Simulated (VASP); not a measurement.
A run of VASP 6.6.1 is set up as follows.

The input INCAR:

```
SYSTEM = WS2
ALGO     = Normal         ! electronic algorithm
EDIFF    = 1E-6           ! SCF threshold, eV
ENCUT    = 520            ! plane-wave cutoff, eV
GGA      = PE             ! functional
ICORELEVEL= 1            
ISIF     = 2              ! what is computed and relaxed
ISMEAR   = 0              ! smearing method
IVDW     = 12             ! dispersion correction
KPAR     = 2            
LASPH    = .True.         ! aspherical terms in the spheres
LCHARG   = .False.        ! write CHGCAR
LMAXMIX  = 4              ! l up to which the mixer works
LREAL    = .False.        ! projectors in reciprocal space
LWAVE    = .False.        ! write WAVECAR
NBANDS   = 35             ! bands
NELM     = 80             ! most SCF steps
PREC     = Accurate       ! precision mode
SIGMA    = 0.03           ! smearing width, eV
```

KPOINTS

```
k-points
0
Gamma
  12 12 3
  0 0 0
```

File POSCAR:

```
WS2                                     
1.0
    3.1541047161      0.0000000000      0.0000000000
   -1.5770523581      2.7315348064      0.0000000000
    0.0000000000      0.0000000000     12.1422886660
  W               S             
     2     4
Direct
     0.3333333300000021    0.6666666699999979    0.2500000000000000
     0.6666666699999979    0.3333333300000021    0.7500000000000000
     0.3333333300000021    0.6666666699999979    0.6203012446348715
     0.6666666699999979    0.3333333300000021    0.1203012446348715
     0.3333333300000021    0.6666666699999979    0.8796987553651285
     0.6666666699999979    0.3333333300000021    0.3796987553651285
```

The input KPOINTS_OPT:

```
explicit points
186
Reciprocal
 0.0000000000  0.0000000000  0.0000000000 1
 0.0263157895  0.0000000000  0.0000000000 1
 0.0526315789  0.0000000000  0.0000000000 1
 0.0789473684  0.0000000000  0.0000000000 1
 0.1052631579  0.0000000000  0.0000000000 1
 0.1315789474  0.0000000000  0.0000000000 1
[... 178 lines left out ...]
 0.5000000000  0.0000000000  0.5000000000 1
 0.5000000000  0.0000000000  0.0000000000 1
```

Potentials or basis: VASP PAW PBE potentials, release 64 (W_sv, S).

The run is started by

```bash
$ cat potpaw_PBE.64/W_sv/POTCAR potpaw_PBE.64/S/POTCAR > POTCAR
$ mpirun -np 2 vasp_std > vasp.out
```

Predict the pressure.

0.0 GPa.

What does it give for the band gap along the path?

0.90 eV, indirect (least direct gap 1.83 eV).

Core levels (eV, on the scale of the bands):
| atom | levels |
| --- | --- |
| 1 W | 1s -69456.0, 2s -11976.6, 2p -10470.2, 3s -2749.2, 3p -2303.3, 3d -1791.3, 4s -557.6, 4p -411.4, 4d -226.3, 4f -21.2 |
| 2 W | 1s -69456.0, 2s -11976.6, 2p -10470.2, 3s -2749.2, 3p -2303.3, 3d -1791.3, 4s -557.6, 4p -411.4, 4d -226.3, 4f -21.2 |
| 3 S | 1s -2392.3, 2s -198.4, 2p -143.2 |
| 4 S | 1s -2392.3, 2s -198.4, 2p -143.2 |
| 5 S | 1s -2392.3, 2s -198.4, 2p -143.2 |
| 6 S | 1s -2392.3, 2s -198.4, 2p -143.2 |

Caveat: spin-orbit coupling is left out, which moves the levels of the heavy elements. Expect the measured gap to be larger: semilocal functionals such as PBE lack the derivative discontinuity.
